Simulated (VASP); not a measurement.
Method: PBE GGA, VASP's PBE PAW potentials (set 64) (plane waves; VASP).

A VASP calculation is set up with these files.

KPOINTS:
```
Automatic mesh
0
Gamma
12 12 9
0 0 0
```

### POSCAR
```
FePt
1
    2.7744000000     0.0000000000     0.0000000000
    0.0000000000     2.7744000000     0.0000000000
    0.0000000000     0.0000000000     3.7842000000
Fe Pt
1 1
Direct
  0.0000000000   0.0000000000   0.0000000000
  0.5000000000   0.5000000000   0.5000000000
```

### INCAR
```
! general
SYSTEM   =  FePt
PREC     =  Accurate
ENCUT    =  400
LREAL    =  Auto   ! projection in real space or not
LASPH    =  .TRUE.   ! aspherical one-centre terms

! electronic loop
EDIFF    =  1E-6
NELM     =  100
ALGO     =  Normal
LMAXMIX  =  6

! smearing
ISMEAR   =  1
SIGMA    =  0.1   ! width (eV)

! functional
GGA      =  PE   ! PBE

! spin
ISPIN    =  2
MAGMOM   =  3.0 0.0

! ions
ISIF     =  2   ! forces and stress, cell fixed

! output
LWAVE    =  .FALSE.
LCHARG   =  .FALSE.
LORBIT   =  10
```

POTCAR, in this order: Fe Pt (PBE.64 set). Program: vasp_std.

The resulting files:

File OUTCAR:
```
 ion  position               nearest neighbor table
   1  0.000  0.000  0.000-   2 2.73   2 2.73   2 2.73   2 2.73   2 2.73   2 2.73   2 2.73   2 2.73
  LATTYP: Found a simple tetragonal cell.
 ALAT       =     2.7744000000
 C/A-ratio  =     1.3639705882
 Subroutine PRICEL returns:
 Original cell was already a primitive cell.
 Subroutine GETGRP returns: Found 16 space group operations
The static configuration has the point symmetry D_4h.
The dynamic configuration has the point symmetry D_4h.
The overall configuration has the point symmetry D_4h.
 Subroutine INISYM returns: Found 16 space group operations
 Subroutine IBZKPT returns following result:
 Found    140 irreducible k-points:

 Following reciprocal coordinates:
            Coordinates               Weight
  0.000000  0.000000  0.000000      1.000000
  0.083333  0.000000  0.000000      4.000000
  0.166667  0.000000  0.000000      4.000000
  0.250000  0.000000  0.000000      4.000000
  0.333333  0.000000  0.000000      4.000000
  0.416667  0.000000  0.000000      4.000000
  0.500000  0.000000  0.000000      2.000000
  0.083333  0.083333  0.000000      4.000000
...
```

### OSZICAR
```
       N       E                     dE             d eps       ncg     rms          rms(c)
DAV:   1     0.771304166937E+02    0.77130E+02   -0.74496E+03  8832   0.106E+03
DAV:   2    -0.135628785582E+02   -0.90693E+02   -0.80979E+02  8653   0.227E+02
DAV:   3    -0.162018537871E+02   -0.26390E+01   -0.25692E+01 10732   0.467E+01
DAV:   4    -0.162293516732E+02   -0.27498E-01   -0.27482E-01  9446   0.420E+00
DAV:   5    -0.162301241176E+02   -0.77244E-03   -0.77243E-03 11259   0.795E-01    0.157E+01
DAV:   6    -0.181196471280E+02   -0.18895E+01   -0.18121E+01  9244   0.898E+01    0.284E+01
DAV:   7    -0.148726120755E+02    0.32470E+01   -0.10150E+01 10793   0.822E+01    0.807E+00
DAV:   8    -0.148636758779E+02    0.89362E-02   -0.49661E-01 10142   0.102E+01    0.391E+00
DAV:   9    -0.147875262514E+02    0.76150E-01   -0.11306E-01 12134   0.705E+00    0.171E+00
DAV:  10    -0.147778723198E+02    0.96539E-02   -0.43105E-02 12598   0.408E+00    0.659E-01
DAV:  11    -0.147767371166E+02    0.11352E-02   -0.35454E-03 11860   0.104E+00    0.278E-01
DAV:  12    -0.147766283410E+02    0.10878E-03   -0.29687E-04 11243   0.226E-01    0.617E-02
DAV:  13    -0.147766278753E+02    0.46575E-06   -0.45949E-05  9971   0.784E-02    0.357E-02
DAV:  14    -0.147766272529E+02    0.62241E-06   -0.76310E-06 10727   0.506E-02
   1 F= -.14776627E+02 E0= -.14776419E+02  d E =-.624195E-03  mag=     3.3692
```

OUTCAR:
```
------------------------ aborting loop because EDIFF is reached ----------------------------------------
  FORCE on cell =-STRESS in cart. coord.  units (eV):
  Direction    XX          YY          ZZ          XY          YZ          ZX
  --------------------------------------------------------------------------------------
  Total       -1.4458632     -1.4458632     -1.2600050      0.0000000     -0.0000000      0.0000000
  in kB      -79.5290057    -79.5290057    -69.3059640      0.0000000     -0.0000000      0.0000000
  external PRESSURE =     -76.1213251 kB  Pullay stress =       0.0000000 kB
  volume of cell :       29.13
      direct lattice vectors                 reciprocal lattice vectors
     2.774400000  0.000000000  0.000000000     0.360438293  0.000000000  0.000000000
     0.000000000  2.774400000  0.000000000     0.000000000  0.360438293  0.000000000
     0.000000000  0.000000000  3.784200000     0.000000000  0.000000000  0.264256646
 POSITION                                       TOTAL-FORCE (eV/Angst)
 -----------------------------------------------------------------------------------
      0.00000      0.00000      0.00000         0.000000      0.000000      0.000000
      1.38720      1.38720      1.89210         0.000000      0.000000      0.000000
 -----------------------------------------------------------------------------------
    total drift:                                0.000000     -0.000000     -0.000000
  FREE ENERGIE OF THE ION-ELECTRON SYSTEM (eV)
  ---------------------------------------------------
  free  energy   TOTEN  =       -14.7766272529 eV

  energy  without entropy=      -14.7760030579  energy(sigma->0) =      -14.77641919

 total charge

# of ion       s       p       d       tot
------------------------------------------
    1        0.392   0.411   6.075   6.879
    2        0.687   0.603   8.025   9.315
--------------------------------------------------
tot          1.080   1.013  14.100  16.193

 magnetization (x)

# of ion       s       p       d       tot
------------------------------------------
    1        0.007  -0.007   3.018   3.017
    2       -0.026  -0.064   0.428   0.338
--------------------------------------------------
tot         -0.019  -0.071   3.446   3.356
```
(Selected blocks of OUTCAR.)

The compound is FePt in the L1_0 structure. The cell was not relaxed at this level. The run is one of a series of settings (LREAL = Auto against the base run), some of them coarse on purpose.
